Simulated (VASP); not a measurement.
TiB2 (AlB2 type) relaxed at rising pressure, in one space group throughout; other phases were not tried. The pressures are those reached. Calculation: LDA (Ceperley-Alder, Perdew-Zunger), VASP's LDA PAW potentials (set 64) (plane waves; VASP).

| P (GPa) | V (Å³/atom) | k-mesh |
|---|---|---|
| -0.14 | 8.196 | 12×12×10 |
| 4.98 | 8.050 | 12×12×10 |
| 9.87 | 7.921 | 12×12×10 |
| 20.12 | 7.681 | 12×12×10 |
| 29.96 | 7.477 | 12×12×10 |

Q: Fit an equation of state and predict the volume at 45.31 GPa.

A: Least squares on the third-order Birch-Murnaghan form, P = (3B0/2)(y⁷ − y⁵)[1 + (3/4)(B′ − 4)(y² − 1)] with y = (V0/V)^(1/3), gives V0 = 8.192 Å³/atom, B0 = 277 GPa and B′ = 3.8, and so 7.203 Å³/atom. The run gave 7.205 Å³/atom, +0.0 % from the fit.

Pressures at which the relaxation failed are left out.

The compound is TiB2 in the AlB2 type structure.
